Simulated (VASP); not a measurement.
Input for VASP

**INCAR**
```
! general
SYSTEM  = GaN
PREC    = Accurate
ENCUT   = 620   ! plane-wave cut-off (eV)
LREAL   = .FALSE.
LASPH   = .TRUE.   ! aspherical one-centre terms

! electronic loop
EDIFF   = 1E-6
NELM    = 100   ! most electronic steps
ALGO    = Normal
LMAXMIX = 4

! smearing
ISMEAR  = 0
SIGMA   = 0.05

! functional
GGA     = PE   ! PBE

! ions
IBRION  = 2
NSW     = 40
ISIF    = 3
EDIFFG  = -0.02   ! ionic stop
PSTRESS = 300   ! kbar

! output
LWAVE   = .FALSE.
LCHARG  = .FALSE.
```

POSCAR:
```
GaN
1
    0.0000000000     2.2035567451     2.2035567451
    2.2035567451     0.0000000000     2.2035567451
    2.2035567451     2.2035567451     0.0000000000
Ga N
1 1
Direct
  0.0000000000   0.0000000000   0.0000000000
  0.2500000000   0.2500000000   0.2500000000
```

File KPOINTS:
```
Automatic
0
G
  10 10 10
0 0 0
```

POTCAR, in this order: Ga_d N (PBE.64 set). Program: vasp_std.

Write an equivalent input for Ansatz.

One equivalent input (not run):
Ansatz 0.2 input:
```yaml
crystal:
  lattice:
    - [0.0000000, 2.2035567, 2.2035567]
    - [2.2035567, 0.0000000, 2.2035567]
    - [2.2035567, 2.2035567, 0.0000000]
  atoms:
    - { symbol: Ga, position: [0.0000000, 0.0000000, 0.0000000] }
    - { symbol: N, position: [0.2500000, 0.2500000, 0.2500000] }
kpoints:
  mp_grid: { grid: [10, 10, 10] }
hamiltonian:
  xc: pbe
  pseudopotentials: { kind: paw }
scf:
  occupations: { method: gaussian, width: 0.05 }
  max_iter: 100
relax:
  max_steps: 40
  f_tol: 0.02
  cell: { p_target: 30 }
output: { forces: true, stress: true, eigenvalues: true }
```
Limits of the translation: each code has its own PAW files, so the cut-off isn't converted (ENCUT is set for VASP's; basis.ecutwfc is left out, and Ansatz then takes the one that its files recommend); Ansatz stops its SCF on the density residual and VASP on the energy change (EDIFF).

The compound is GaN in the zinc blende structure, a metastable form; wurtzite is the usual one. This run relaxes it under an external pressure of 30 GPa. Symmetry was kept, so distortions that lower it aren't found.
